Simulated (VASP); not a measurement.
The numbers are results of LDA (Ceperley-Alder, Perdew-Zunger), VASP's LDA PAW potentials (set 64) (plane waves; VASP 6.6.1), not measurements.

VASP input:

INCAR:
```
ALGO = Normal
EDIFF = 1E-6
EDIFFG = -0.02
ENCUT = 620
IBRION = 2
ISIF = 3
ISMEAR = 0
LASPH = .TRUE.
LCHARG = .FALSE.
LREAL = .FALSE.
LWAVE = .FALSE.
NELM = 100
NSW = 40
PREC = Accurate
PSTRESS = 50
SIGMA = 0.05
SYSTEM = LiF
```

### KPOINTS
```
Automatic mesh
0
Gamma
12 12 12
0 0 0
```

File POSCAR:
```
LiF
1
    0.0000000000     1.9505849790     1.9505849790
    1.9505849790     0.0000000000     1.9505849790
    1.9505849790     1.9505849790     0.0000000000
Li F
1 1
Direct
  0.0000000000   0.0000000000   0.0000000000
  0.5000000000   0.5000000000   0.5000000000
```

POTCAR, in this order: Li_sv F (LDA.64 set). Program: vasp_std.

### Question
What will the output report for the number of irreducible k-points (NKPTS), largest plane-wave count, number of space-group operations, FFT grid (NGX, NGY, NGZ)?

### Answer

```
Quantity                                       Value
--------------------------------------  ------------
number of irreducible k-points (NKPTS)            72
largest plane-wave count                         534
number of space-group operations                  48
FFT grid (NGX, NGY, NGZ)                24 × 24 × 24
```

The compound is LiF in the rock salt structure. This run relaxes it under an external pressure of 5 GPa. Symmetry was kept, so distortions that lower it aren't found.
